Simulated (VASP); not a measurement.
An input for Quantum ESPRESSO's pw.x (written as the equivalent of a VASP run, and not itself run):

```
&CONTROL
  calculation = 'vc-relax'
  pseudo_dir = './pseudo'
  outdir = './out'
  tprnfor = .true.
  tstress = .true.
  nstep = 60
  forc_conv_thr = 0.00039
/
&SYSTEM
  ibrav = 0
  nat = 2
  ntyp = 1
  ecutwfc = 96
  occupations = 'smearing'
  smearing = 'methfessel-paxton'
  degauss = 0.00735
  input_dft = 'pbe'
  nspin = 2
  starting_magnetization(1) = 0.16
/
&ELECTRONS
  conv_thr = 7.3e-08
  electron_maxstep = 100
/
&IONS
/
&CELL
/
ATOMIC_SPECIES
  Co 58.933 Co.upf
CELL_PARAMETERS angstrom
     1.2461332   -2.1583663   -0.0000000
     1.2461332    2.1583663    0.0000000
    -0.0000000    0.0000000    4.0282944
ATOMIC_POSITIONS crystal
  Co   0.3333330  0.6666670  0.2500000
  Co   0.6666670  0.3333330  0.7500000
K_POINTS automatic
  15 15 8 0 0 0
```

Task: Translate this input to VASP (INCAR, KPOINTS, POSCAR, choice of POTCAR).

Result: One answer among several that fit: 
**INCAR**
```
! general
SYSTEM  = Co
PREC    = Accurate
ENCUT   = 480
LREAL   = F
LASPH   = T

! electronic loop
EDIFF   = 1E-6
NELM    = 100
ALGO    = Normal
LMAXMIX = 4

! smearing
ISMEAR  = 1
SIGMA   = 0.1

! functional
GGA     = PE

! spin
ISPIN   = 2
MAGMOM  = 2*1.6

! ions
IBRION  = 2
NSW     = 60
ISIF    = 3
EDIFFG  = -0.01

! output
LWAVE   = F
LCHARG  = F
LORBIT  = 10
```

KPOINTS:
```
Automatic mesh
0
Gamma
15 15 8
0 0 0
```

### POSCAR
```
Co
1
    1.2461332214    -2.1583662839    -0.0000000000
    1.2461332214     2.1583662839     0.0000000000
   -0.0000000000     0.0000000000     4.0282944477
Co
2
Direct
  0.3333330000   0.6666670000   0.2500000000
  0.6666670000   0.3333330000   0.7500000000
```

POTCAR, in this order: Co (PBE.64 set). Program: vasp_std.

What does not carry over: the potentials are each code's own (VASP's PAW set, PseudoDojo norm-conserving files in pw.x), so ENCUT and ecutwfc are chosen apart and not converted; conv_thr bounds pw.x's estimated SCF error, while EDIFF bounds the energy change between steps; starting_magnetization is a fraction of the valence charge and MAGMOM a moment in μB, so they match only roughly; forc_conv_thr acts on force components and is met together with etot_conv_thr.

The compound is Co in the hcp structure. It was relaxed first. The start is the result of an earlier pass.
